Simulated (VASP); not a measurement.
Here is a VASP 6.6.1 calculation.

The input POSCAR:

```
BAs
1.0
    0.0000000000      2.3900000000      2.3900000000
    2.3900000000      0.0000000000      2.3900000000
    2.3900000000      2.3900000000      0.0000000000
B As
1 1
Direct
    0.0000000000      0.0000000000      0.0000000000
    0.2500000000      0.2500000000      0.2500000000
```

File INCAR.step1:

```
SYSTEM = BAs
ALGO = Normal ; EDIFF = 1E-4
ENCUT = 600 ; GGA = PE
ISMEAR = 0 ; LASPH = .True.
LCHARG = .False. ; LREAL = .False.
LWAVE = .True. ; NELM = 100
PREC = Accurate ; SIGMA = 0.01
```

INCAR.step2

```
SYSTEM = BAs
ALGO = Normal ; EDIFF = 1E-7
EDIFFG = -0.002 ; ENCUT = 600
IBRION = 2 ; ISIF = 3
ISMEAR = 0 ; ISTART = 1
LASPH = .True. ; LCHARG = .False.
LMIXTAU = .True. ; LREAL = .False.
LWAVE = .False. ; METAGGA = R2SCAN
NELM = 100 ; NSW = 80
PREC = Accurate ; SIGMA = 0.01
```

Contents of KPOINTS:

```
k-points
0
Gamma
  8 8 8
  0 0 0
```

Potentials or basis: VASP PAW PBE potentials, release 64 (B, As).

Command:

```bash
$ cat potpaw_PBE.64/B/POTCAR potpaw_PBE.64/As/POTCAR > POTCAR
$ cp INCAR.step1 INCAR
$ mpirun -np 1 vasp_std > vasp.out
$ cp INCAR.step2 INCAR
$ mpirun -np 1 vasp_std > vasp.out
```

(1) What does it give for the relaxed cell?

(2) What does it give for the band gap on the k mesh?

(3) Predict the relaxed volume.

Answers

(1) a = 3.384 Å, b = 3.384 Å, c = 3.384 Å, α = 60.00°, β = 60.00°, γ = 60.00°.

(2) 1.39 eV, indirect (least direct gap 3.44 eV).

(3) 13.71 Å³/atom.

Caveat: the PAW data sets were made with another functional, which shifts forces and pressure a little.
